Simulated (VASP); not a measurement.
Data:

```xyz
2
Lattice="0.0000 2.3984 2.3984 2.3984 0.0000 2.3984 2.3984 2.3984 0.0000" Properties=species:S:1:pos:R:3 pbc="T T T"
Be     0.0000     0.0000     0.0000
S      1.1992     1.1992     1.1992
```

Level of theory: LDA (Ceperley-Alder, Perdew-Zunger), VASP's LDA PAW potentials (set 64) (plane waves; VASP). Settings: 400 eV cut-off, 12×12×12 Γ-centred mesh, Gaussian smearing of 0.010 eV, potentials Be S.

Q: Estimate the energy per atom (σ→0), band gap (on the k-mesh) with the smallest direct gap where there is one.

A: 
```
Property                                     Result
-----------------------------------  --------------
band gap (on the k-mesh)                    2.83 eV
smallest direct gap (on the k-mesh)         5.53 eV
energy per atom (σ→0)                -5.571 eV/atom
```

Total energies compare only between runs with the same potentials, cut-off and functional.

The compound is BeS in the zinc blende structure. It was relaxed first.
